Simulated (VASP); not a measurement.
The system is BeCr3.

```xyz
4
Lattice="3.5112 0.0000 0.0000 0.0000 3.5112 0.0000 0.0000 0.0000 3.5112" Properties=species:S:1:pos:R:3 pbc="T T T"
Cr    1.7556    1.7556    0.0000
Cr    1.7556    0.0000    1.7556
Cr    0.0000    1.7556    1.7556
Be    0.0000    0.0000    0.0000
```

The cell comes from a database or a generator and needn't be the stable form of this composition.

| Item | Value |
| --- | --- |
| Program | VASP 6.6.1 |
| Task | relaxation of cell and atoms |
| Functional | PBEsol |
| Potentials or basis | VASP PAW PBE potentials, release 64 (Cr_pv, Be) |
| Cutoff | 600 eV |
| k mesh | 6 × 6 × 6 |
| Occupations | fermi-dirac, width 0.05 eV |
| Spin | collinear spin, ferromagnetic start |
| Starting moments | [3.0, 3.0, 3.0, 0.0] μB |
| Hubbard terms | Cr d U = 6 eV |

At the start: pressure 64.0 GPa; volume 10.82 Å³/atom.

Problem. Where does the relaxation end?

Solution. Over 3 steps the energy falls by 972.3 meV/atom and the volume is 17.18 Å³/atom (+58.8 %); space group Pm-3m (No. 221, to 0.05 Å); moment 13.98 μB per cell.

Step by step:
```csv
step,energy change (eV),largest force (eV/Å),pressure (GPa),volume (Å³)
1,0.0000,0.0000,63.96,43.29
2,-3.7308,0.0000,-5.87,76.39
3,-3.8893,0.0000,-0.09,68.74
```

Final structure:
```
Cr Be
1.0
     4.09639    0.00000    0.00000
     0.00000    4.09639    0.00000
     0.00000    0.00000    4.09639
Cr Be
3 1
Direct
  0.50000 0.50000 0.00000
  0.50000 0.00000 0.50000
  0.00000 0.50000 0.50000
  0.00000 0.00000 0.00000
```

Caveat: the electronic state changed during the relaxation; the volume moved by over 15 % at a fixed basis, so the end points are rough; the PAW data sets were made with another functional, which shifts forces and pressure a little; the U is typed as a test and isn't derived for this compound.
